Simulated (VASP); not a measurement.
Crystal: Ti2SnTe2.

```
CELL_PARAMETERS angstrom
-2.13454 2.13454 6.52684
2.13454 -2.13454 6.52684
2.13454 2.13454 -6.52684
ATOMIC_POSITIONS crystal
Ti 0.64243 0.64243 0.00000
Ti 0.35757 0.35757 0.00000
Sn 0.00000 0.00000 0.00000
Te 0.25000 0.75000 0.50000
Te 0.75000 0.25000 0.50000
```

The cell was built by a generator and needn't be a form met in nature.

* Program: VASP 6.6.1
* Task: relaxation of cell and atoms
* Functional: PBE
* Potentials or basis: VASP PAW PBE potentials, release 64 (Ti_sv, Sn_d, Te)
* Cutoff: 520 eV
* k mesh: 5 × 5 × 5
* Occupations: gaussian, width 0.15 eV
* Spin: no spin polarisation

At the start: pressure 16.8 GPa; volume 23.79 Å³/atom.

**Question.** Where does the relaxation end?

**Answer.** Over 21 steps the energy falls by 465.3 meV/atom and the volume is 24.09 Å³/atom (+1.3 %); space group I4/mmm (No. 139, to 0.05 Å).

Step by step:
```
step  energy change (eV)  largest force (eV/Å)  pressure (GPa)  volume (Å³)
   1              0.0000                5.0255           16.81       118.95
   2              7.3181                0.0107            2.32       167.18
   3             -0.0193                0.8686           -9.92       176.69
   4             -0.5541                0.6457           -9.09       169.04
   5             -1.9148                1.5476            2.56       126.02
   6             -1.9637                1.1070           -0.35       131.15
   7             -1.9628                1.1666            0.22       130.45
   8             -2.0740                0.9653            0.25       128.00
   9             -2.1526                0.1752            1.21       120.75
  10             -2.1831                0.4428            1.06       123.44
  11             -2.1851                0.3285            1.21       122.81
  12             -2.2161                0.1582           -1.40       126.69
  13             -2.2190                0.0477           -1.07       125.84
  14             -2.2675                0.0496           -1.13       124.22
  15             -2.2664                0.1495            0.41       118.74
  16             -2.3021                0.0192           -0.32       122.83
  17             -2.3245                0.0831           -1.12       120.84
  18             -2.3243                0.0316           -0.47       121.41
  19             -2.3254                0.0363           -0.53       121.18
  20             -2.3215                0.0757            0.79       118.85
  21             -2.3266                0.0064           -0.03       120.45
```

Final structure:
```
Ti Sn Te
1.0
    -2.14095    2.14095    6.56945
     2.14095   -2.14095    6.56945
     2.14095    2.14095   -6.56945
Ti Sn Te
2 1 2
Direct
  0.60466 0.60466 0.00000
  0.39534 0.39534 0.00000
  0.00000 0.00000 0.00000
  0.25000 0.75000 0.50000
  0.75000 0.25000 0.50000
```

Caveat: the k mesh is coarse (spacing up to 0.42 Å⁻¹), so the values aren't converged.
